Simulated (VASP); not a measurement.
Input:

```yaml
crystal:
  lattice:
    - [1.81833, -3.14944, 0.00000]
    - [1.81833, 3.14944, 0.00000]
    - [0.00000, 0.00000, 5.81661]
  atoms:
    - { symbol: Zr, position: [0.00000, 0.00000, 0.00000] }
    - { symbol: S, position: [0.33333, 0.66667, 0.25114] }
    - { symbol: S, position: [0.66667, 0.33333, 0.74886] }
```

Level of theory: vdW-DF-cx, VASP's PBE PAW potentials (set 64) (plane waves; VASP 6.6.1). Run with 520 eV cut-off, 8×8×5 Γ-centred mesh, tetrahedra with Blöchl corrections, potentials Zr_sv S.

The cores are frozen, which limits the accuracy of field gradients.

Problem. Give the principal components of the electric field gradient (V/Å²) and the asymmetry η at each nucleus.

Solution. 
```
atom   Vxx   Vyy    Vzz     η
----  ----  ----  -----  ----
Zr1    7.8   7.8  -15.6  0.00
S2    -1.1  -1.1    2.2  0.00
S3    -1.1  -1.1    2.2  0.00
```

The compound is ZrS2 in the 1T layered structure. It was relaxed first.
